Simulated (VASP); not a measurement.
## Zn$_{2}$SeS (space group P-4m2): computed properties

All values below come from r2SCAN meta-GGA, VASP's PBE PAW potentials (set 64) (plane waves; VASP 6.6.1).

For Zn2SeS, the space group is P-4m2 (115), the cell is a = b = 3.908 Å, c = 5.509 Å, α = β = γ = 90.00° and the volume per atom comes out as 21.03 Å³/atom. The band gap (over mesh and band path) is 2.19 eV and the smallest direct gap (over mesh and band path) comes out as 2.19 eV. The band-edge character comes out as direct, Γ to Γ and the density is 4.77 g/cm³.

```yaml
crystal:
  lattice:
    - [3.90768, 0.00000, 0.00000]
    - [0.00000, 3.90768, 0.00000]
    - [0.00000, 0.00000, 5.50912]
  atoms:
    - { symbol: Zn, position: [0.50000, 0.00000, 0.76310] }
    - { symbol: Zn, position: [0.00000, 0.50000, 0.23690] }
    - { symbol: Se, position: [0.00000, 0.00000, 0.50000] }
    - { symbol: S, position: [0.50000, 0.50000, 0.00000] }
```

The structure comes from a computed database's Zn2SeS entry (P-4m2); how it stands against other phases isn't given here. It was relaxed first. Symmetry was kept, so distortions that lower it aren't found.
